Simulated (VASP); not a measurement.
Data:

```
AsB
1.0
    0.00000     2.26887     2.26887
    2.26887     0.00000     2.26887
    2.26887     2.26887     0.00000
B As
1 1
Direct
  0.00000   0.00000   0.00000
  0.25000   0.25000   0.25000
```

Computed with PBEsol GGA, VASP's PBE PAW potentials (set 64) (plane waves; VASP). Numerical set-up: 620 eV cut-off, 10×10×10 Γ-centred mesh, Gaussian smearing of 0.050 eV, potentials B As.

Question: Predict the energy per atom (σ→0), pressure.

Answer: 
The energy per atom (σ→0) comes out as -5.943 eV/atom and the pressure comes out as 29.78 GPa.

The absolute energy has meaning only against runs of the same code, potentials and settings.

The compound is BAs in the zinc blende structure. It was relaxed first under an external pressure of 30 GPa.
